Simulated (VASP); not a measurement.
GaN:

```
Ga N
1.0
     3.18000    0.00000    0.00000
    -1.59000    2.75396    0.00000
     0.00000    0.00000    5.16600
Ga N
2 2
Direct
  0.33333 0.66667 0.00000
  0.66667 0.33333 0.50000
  0.33333 0.66667 0.37500
  0.66667 0.33333 0.87500
```

* Program: VASP 6.6.1
* Task: relaxation of cell and atoms
* Functional: PBE
* Potentials or basis: VASP PAW PBE potentials, release 64 (Ga_d, N)
* Cutoff: 520 eV
* k mesh: 12 × 12 × 6
* Occupations: gaussian, width 0.02 eV
* Spin: no spin polarisation

At the start: pressure 7.3 GPa; volume 11.31 Å³/atom.

Q: How do energy, volume and symmetry change on relaxing?

A: Over 8 steps the energy falls by 10.4 meV/atom and the volume is 11.76 Å³/atom (+4.0 %); space group P6_3mc (No. 186, to 0.05 Å).

Step by step:
| step | energy change (eV) | largest force (eV/Å) | pressure (GPa) | volume (Å³) |
| --- | --- | --- | --- | --- |
| 1 | 0.0000 | 0.1346 | 7.33 | 45.24 |
| 2 | -0.0112 | 0.0612 | -5.40 | 48.71 |
| 3 | -0.0416 | 0.0120 | -0.01 | 47.05 |
| 4 | -0.0416 | 0.0139 | 0.13 | 47.02 |
| 5 | -0.0416 | 0.0076 | 0.12 | 47.02 |
| 6 | -0.0416 | 0.0024 | 0.12 | 47.02 |
| 7 | -0.0416 | 0.0009 | -0.09 | 47.08 |
| 8 | -0.0416 | 0.0005 | 0.01 | 47.05 |

Final structure:
```
Ga N
1.0
     3.21869    0.00000    0.00000
    -1.60935    2.78747    0.00000
     0.00000    0.00000    5.24433
Ga N
2 2
Direct
  0.33333 0.66667 0.99915
  0.66667 0.33333 0.49915
  0.33333 0.66667 0.37585
  0.66667 0.33333 0.87585
```
